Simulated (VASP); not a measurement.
Output of a VASP run:

File OSZICAR:
```
       N       E                     dE             d eps       ncg     rms          rms(c)
DAV:   1     0.843934085319E+02    0.84393E+02   -0.11094E+04  3136   0.205E+03
DAV:   2    -0.131471272337E+01   -0.85708E+02   -0.84474E+02  3160   0.276E+02
DAV:   3    -0.350186491564E+01   -0.21872E+01   -0.21842E+01  3808   0.557E+01
DAV:   4    -0.350706613269E+01   -0.52012E-02   -0.52011E-02  3656   0.271E+00
DAV:   5    -0.350707342265E+01   -0.72900E-05   -0.72906E-05  3776   0.830E-02    0.495E+00
DAV:   6    -0.319226304849E+01    0.31481E+00   -0.15271E+00  3168   0.285E+01    0.351E+00
DAV:   7    -0.317638291508E+01    0.15880E-01   -0.50080E-02  3880   0.429E+00    0.182E+00
DAV:   8    -0.316861844036E+01    0.77645E-02   -0.19302E-03  4312   0.725E-01    0.536E-02
DAV:   9    -0.316856709226E+01    0.51348E-04   -0.23530E-04  4352   0.250E-01    0.296E-02
DAV:  10    -0.316857094731E+01   -0.38550E-05   -0.20402E-05  3368   0.458E-02    0.302E-03
DAV:  11    -0.316857077230E+01    0.17500E-06   -0.55191E-07  2200   0.132E-02
   1 F= -.31685708E+01 E0= -.31685745E+01  d E =-.316857E+01
       N       E                     dE             d eps       ncg     rms          rms(c)
DAV:   1    -0.316930929154E+01   -0.73834E-03   -0.85846E-03  3296   0.175E+00    0.188E-01
DAV:   2    -0.316870330511E+01    0.60599E-03   -0.23691E-03  3288   0.110E+00    0.676E-02
DAV:   3    -0.316863004223E+01    0.73263E-04   -0.52279E-05  3856   0.126E-01    0.367E-02
DAV:   4    -0.316859924191E+01    0.30800E-04   -0.14364E-05  4720   0.759E-02    0.295E-03
DAV:   5    -0.316859927399E+01   -0.32077E-07   -0.24373E-06  2696   0.187E-02
   2 F= -.31685993E+01 E0= -.31685937E+01  d E =-.285017E-04
```

### OUTCAR
```
------------------------ aborting loop because EDIFF is reached ----------------------------------------
  FORCE on cell =-STRESS in cart. coord.  units (eV):
  Direction    XX          YY          ZZ          XY          YZ          ZX
  --------------------------------------------------------------------------------------
  Total        0.0082328      0.0082328      0.0024553      0.0000000      0.0000000     -0.0000000
  in kB        0.4716628      0.4716630      0.1406645      0.0000000      0.0000000     -0.0000000
  external PRESSURE =       0.3613301 kB  Pullay stress =       0.0000000 kB
  volume of cell :       27.97
      direct lattice vectors                 reciprocal lattice vectors
     1.319408643 -2.285283221  0.000000000     0.378957651 -0.218791262 -0.000000000
     1.319408643  2.285283221 -0.000000000     0.378957651  0.218791262 -0.000000000
     0.000000000 -0.000000000  4.637444721     0.000000000  0.000000000  0.215635994
 POSITION                                       TOTAL-FORCE (eV/Angst)
 -----------------------------------------------------------------------------------
      1.31941      0.76176      1.15936        -0.000000      0.000000     -0.000000
      1.31941     -0.76176      3.47808         0.000000     -0.000000      0.000000
 -----------------------------------------------------------------------------------
    total drift:                                0.000000      0.000066      0.000004
  FREE ENERGIE OF THE ION-ELECTRON SYSTEM (eV)
  ---------------------------------------------------
  free  energy   TOTEN  =        -3.1685992740 eV

  energy  without entropy=       -3.1685824961  energy(sigma->0) =       -3.16859368

 reached required accuracy - stopping structural energy minimisation
```
(Selected blocks of OUTCAR.)

POSCAR:
```
Zn
1
    1.3196373559    -2.2856793631     0.0000000000
    1.3196373559     2.2856793631     0.0000000000
   -0.0000000000    -0.0000000000     4.6419544654
Zn
2
Direct
  0.3333330000   0.6666670000   0.2500000000
  0.6666670000   0.3333330000   0.7500000000
```

Write an INCAR and KPOINTS that could have produced this output.

This is not unique; one that fits is the input of the run itself, PBEsol GGA, plane waves, VASP's PBE PAW potentials (set 64).

INCAR:
```
# general
SYSTEM =Zn
PREC   =Accurate
ENCUT  =400
LREAL  =F
LASPH  =T

# electronic loop
EDIFF  =1E-6
NELM   =100
ALGO   =Normal
LMAXMIX=4

# smearing
ISMEAR =1
SIGMA  =0.1

# functional
GGA    =PS

# ions
IBRION =2
NSW    =60
ISIF   =3
EDIFFG =-0.01

# output
LWAVE  =F
LCHARG =F
```

KPOINTS:
```
kpoints
0
G
14 14 7
```

POTCAR, in this order: Zn (PBE.64 set). Program: vasp_std.

The compound is Zn in the hcp structure. This run relaxes it. Symmetry was kept, so distortions that lower it aren't found. The start is the result of an earlier pass.
